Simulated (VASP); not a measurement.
Input:

```
CELL_PARAMETERS angstrom
      4.73273     0.00000     0.00000
      0.00000     4.73273     0.00000
      0.00000     0.00000     3.12442
ATOMIC_POSITIONS crystal
  Mg 0.00000 0.00000 0.00000
  Mg 0.50000 0.50000 0.50000
  F  0.30300 0.30300 0.00000
  F  0.80300 0.19700 0.50000
  F  0.19700 0.80300 0.50000
  F  0.69700 0.69700 0.00000
```

All values below come from PBE GGA, VASP's PBE PAW potentials (set 64) (plane waves; VASP). Run with 400 eV cut-off, 4×4×6 Γ-centred mesh, Fermi-Dirac smearing of 0.020 eV, potentials Mg F.

Give the energies of bands 5 to 18 at the high-symmetry points, in eV from the valence-band maximum.

```csv
band,Γ,X,M,Z,R,A
5,-3.82,-3.11,-2.92,-2.80,-2.95,-3.51
6,-2.23,-3.11,-2.92,-2.80,-2.95,-3.51
7,-1.95,-1.63,-1.95,-2.30,-2.76,-2.77
8,-1.95,-1.63,-1.95,-2.30,-2.76,-2.77
9,-1.78,-1.48,-1.23,-2.07,-1.93,-1.39
10,-1.75,-1.48,-1.23,-2.07,-1.93,-1.39
11,-1.14,-1.29,-1.19,-1.37,-1.27,-1.34
12,-1.14,-1.29,-1.19,-1.37,-1.27,-1.34
13,-0.72,-0.93,-0.90,-1.02,-0.68,-0.55
14,-0.32,-0.93,-0.90,-1.02,-0.68,-0.55
15,-0.32,-0.35,-0.69,-0.78,-0.60,-0.45
16,0.00,-0.35,-0.69,-0.78,-0.60,-0.45
17,6.64,8.98,10.51,11.27,12.24,12.54
18,11.81,8.98,10.51,11.27,12.24,12.54
```

The gap is direct, 6.64 eV, from the valence maximum at Γ to the conduction minimum at Γ.

The structure is a typed MgF2 crystal (P4_2/mnm). The cell was not relaxed at this level.
